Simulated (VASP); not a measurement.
## ScTe (relaxed from the zinc blende structure, space group F-43m): computed properties

Calculation: PBEsol GGA, VASP's PBE PAW potentials (set 64) (plane waves; VASP).

| Quantity | Value |
|---|---|
| space group | F-43m (216) |
| cell | a = b = c = 6.453 Å, α = β = γ = 90.00° |
| volume per atom | 33.59 Å^3/atom |
| band gap (over mesh and band path) | none (metal, semimetal or under 0.01 eV) |
| density | 4.27 g/cm³ |

Space group F-43m (No. 216); a = 6.4530 Å, b = 6.4530 Å, c = 6.4530 Å, α = 90.00°, β = 90.00°, γ = 90.00°

```csv
atom,site,symmetry,x,y,z
Sc,4a,-43m,0.0000,0.0000,0.0000
Te,4d,-43m,0.7500,0.7500,0.7500
```
(The calculation used a cell of 2 atoms; values per cell refer to that cell.)

Unless said otherwise, spin-orbit coupling is left out, though it shifts the bands of the heavy elements here.

The structure was generated: ScTe was put into the zinc blende type (F-43m), which need not be its known phase. It was relaxed first, which changed the volume by -25 %. Symmetry was kept, so distortions that lower it aren't found. The electron count is odd and the run is not spin-polarised, which forces a metal.
